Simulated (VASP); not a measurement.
Input for VASP

**KPOINTS**
```
Automatic mesh
0
Gamma
5 5 3
0 0 0
```

INCAR:
```
# general
SYSTEM  = Sr(CdP)2
PREC    = Accurate
ENCUT   = 300   # plane-wave cut-off (eV)
LREAL   = .FALSE.   # projection in real space or not
LASPH   = .TRUE.

# electronic loop
EDIFF   = 1E-6   # SCF stop (eV)
NELM    = 100
ALGO    = Normal
LMAXMIX = 4   # l cut-off of mixed one-centre charges

# smearing
ISMEAR  = -1   # Fermi-Dirac
SIGMA   = 0.01   # width (eV)

# ions
ISIF    = 2

# output
LWAVE   = .FALSE.
LCHARG  = .FALSE.
```

POSCAR:
```
Sr(CdP)2
1.0
  4.2949990000   0.0000000000   0.0000000000
 -2.1475000000   3.7195780000   0.0000000000
  0.0000000000   0.0000000000   7.2033190000
Sr Cd P
1 2 2
direct
  0.0000000000   0.0000000000   0.0000000000
  0.3333330000   0.6666670000   0.6348700000
  0.6666670000   0.3333330000   0.3651300000
  0.6666670000   0.3333330000   0.7456700000
  0.3333330000   0.6666670000   0.2543300000
```

POTCAR, in this order: Sr_sv Cd P (LDA.64 set). Program: vasp_std.

Question: Write an equivalent input for Ansatz.

Answer: One equivalent input (not run):
Ansatz 0.2 input:
```yaml
crystal:
  lattice:
    - [4.2949990, 0.0000000, 0.0000000]
    - [-2.1475000, 3.7195780, 0.0000000]
    - [0.0000000, 0.0000000, 7.2033190]
  atoms:
    - { symbol: Sr, position: [0.0000000, 0.0000000, 0.0000000] }
    - { symbol: Cd, position: [0.3333330, 0.6666670, 0.6348700] }
    - { symbol: Cd, position: [0.6666670, 0.3333330, 0.3651300] }
    - { symbol: P, position: [0.6666670, 0.3333330, 0.7456700] }
    - { symbol: P, position: [0.3333330, 0.6666670, 0.2543300] }
kpoints:
  mp_grid: { grid: [5, 5, 3] }
hamiltonian:
  xc: lda
  pseudopotentials: { kind: paw }
scf:
  occupations: { method: fermi_dirac, width: 0.01 }
  max_iter: 100
output: { forces: true, stress: true, eigenvalues: true }
```
What does not carry over: each code has its own PAW files, so the cut-off isn't converted (ENCUT is set for VASP's; basis.ecutwfc is left out, and Ansatz then takes the one that its files recommend); Ansatz stops its SCF on the density residual and VASP on the energy change (EDIFF); Ansatz's lda is the Perdew-Wang form, while the LDA potentials of VASP carry Perdew-Zunger's.

The structure comes from a computed database's Cd2SrP2 entry (P-3m1); how it stands against other phases isn't given here. The cell was not relaxed at this level.
